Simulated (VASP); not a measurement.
Wanted: the native input for a VASP 6.6.1 run.

```yaml
Task: single point
Functional: PBE
Potentials_or_basis: VASP PAW PBE potentials, release 64 (Te, Ni)
Cutoff: 520 eV
k_mesh: 11 × 11 × 7
Occupations: fermi-dirac, width 0.0206 eV
Spin: no spin polarisation
Dipole_correction: no
Further_INCAR_settings: ALGO = Fast; EDIFF = 1e-07; NBANDS = 20
```

The structure of Ni2Te lies in POSCAR:

```
Ni2Te
1.0
    3.5032570000      0.0000000000      0.0000000000
   -1.7516280000      3.0339100000      0.0000000000
    0.0000000000      0.0000000000      4.8348520000
Te Ni
1 2
Direct
    0.0000000000      0.0000000000      0.0000000000
    0.3333300000      0.6666700000      0.2500000000
    0.6666700000      0.3333300000      0.7500000000
```

The cell was built by a generator and needn't be a form met in nature.

The input as run:

INCAR

```
SYSTEM = Ni2Te
PREC = Accurate
ENCUT = 520
EDIFF = 1E-7
ISMEAR = -1
SIGMA = 0.0206
LREAL = .False.
LASPH = .True.
NELM = 100
ALGO = Fast
ISIF = 2
LWAVE = .False.
LCHARG = .False.
GGA = PE
NBANDS = 20
```

KPOINTS

```
regular mesh
0
Gamma
  11 11 7
  0 0 0
```

Potentials or basis: VASP PAW PBE potentials, release 64 (Te, Ni).

The run is started by

```sh
$ cat potpaw_PBE.64/Te/POTCAR potpaw_PBE.64/Ni/POTCAR > POTCAR
$ mpirun -np 1 vasp_std > vasp.out
```

It gave:

```json
{"Pressure": "17.1 GPa", "Largest force": "2.539 eV/Å", "Band gap on the k mesh": "none (metal or under the smearing width)"}
```

Caveat: so large a pressure means that the cell lies far from this level's equilibrium, or that cutoff or potentials fall short; forces of over 1 eV/Å show positions far from the minimum, so gaps and moduli don't describe the material at rest.

Run time: 2.5 min on 1 thread of Intel(R) Xeon(R) Platinum 8488C (Sapphire Rapids) (shared host), peak memory 0.34 GiB.
